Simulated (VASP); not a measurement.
Tl (hcp) is relaxed at rising pressure, each step from the one before. Symmetry mostly holds the structure type, and other phases were not tried. The mesh follows the cell, and a change of mesh leaves a small step in the series.

Here is the system:

```yaml
crystal:
  lattice:
    - [1.81374, -3.14149, 0.00000]
    - [1.81374, 3.14149, 0.00000]
    - [0.00000, 0.00000, 5.51614]
  atoms:
    - { symbol: Tl, position: [0.33333, 0.66667, 0.25000] }
    - { symbol: Tl, position: [0.66667, 0.33333, 0.75000] }
```

These are PBE GGA, VASP's PBE PAW potentials (set 64) (plane waves; VASP 6.6.1) values and carry that method's errors. Run with 500 eV cut-off, 12×12×7 Γ-centred mesh, first-order Methfessel-Paxton smearing of 0.10 eV, potentials Tl_d.

Unless said otherwise, spin-orbit coupling is left out, though it shifts the bands of the heavy elements here.

```json
[
 {"P (GPa)": "0", "V (Å³/atom)": "31.43", "H − H(0) (eV/atom)": "0.000", "space group": "P6_3/mmc", "gap on the mesh (eV)": "0.00", "k-mesh": "12×12×7"},
 {"P (GPa)": "5", "V (Å³/atom)": "27.53", "H − H(0) (eV/atom)": "0.914", "space group": "P6_3/mmc", "gap on the mesh (eV)": "0.00", "k-mesh": "12×12×7"},
 {"P (GPa)": "10", "V (Å³/atom)": "25.39", "H − H(0) (eV/atom)": "1.736", "space group": "P6_3/mmc", "gap on the mesh (eV)": "0.00", "k-mesh": "13×13×7"},
 {"P (GPa)": "20", "V (Å³/atom)": "22.82", "H − H(0) (eV/atom)": "3.236", "space group": "P6_3/mmc", "gap on the mesh (eV)": "0.00", "k-mesh": "13×13×7"},
 {"P (GPa)": "30", "V (Å³/atom)": "21.22", "H − H(0) (eV/atom)": "4.608", "space group": "P6_3/mmc", "gap on the mesh (eV)": "0.00", "k-mesh": "13×13×7"},
 {"P (GPa)": "45", "V (Å³/atom)": "19.61", "H − H(0) (eV/atom)": "6.517", "space group": "P6_3/mmc", "gap on the mesh (eV)": "0.00", "k-mesh": "14×14×8"}
]
```

Pressures at which the relaxation failed are left out.

The compound is Tl in the hcp structure.
